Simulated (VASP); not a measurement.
Energy against volume of MgSe (rock salt). Level of theory: PBE GGA with D3 dispersion (zero damping), VASP's PBE PAW potentials (set 64) (plane waves; VASP 6.6.1). Settings: 520 eV cut-off, 8×8×8 Γ-centred mesh, Gaussian smearing of 0.050 eV, potentials Mg Se.

| V (Å³/atom) | E (eV/atom) |
|---|---|
| 19.693 | -4.02079 |
| 20.302 | -4.02490 |
| 20.911 | -4.02135 |
| 21.520 | -4.01120 |

**Question.** Fit these four points and predict the energy of the run at 19.084 Å³/atom.

**Answer.** A cubic in V^(−2/3), the third-order Birch-Murnaghan form, passes through the four points with V0 = 20.31 Å³/atom and B0 = 67 GPa, and gives -4.0078 eV/atom there. The run gave -4.0078 eV/atom, -0.1 meV/atom from the fit; all five points give B0 = 67 GPa.

The compound is MgSe in the rock salt structure. It was relaxed first.
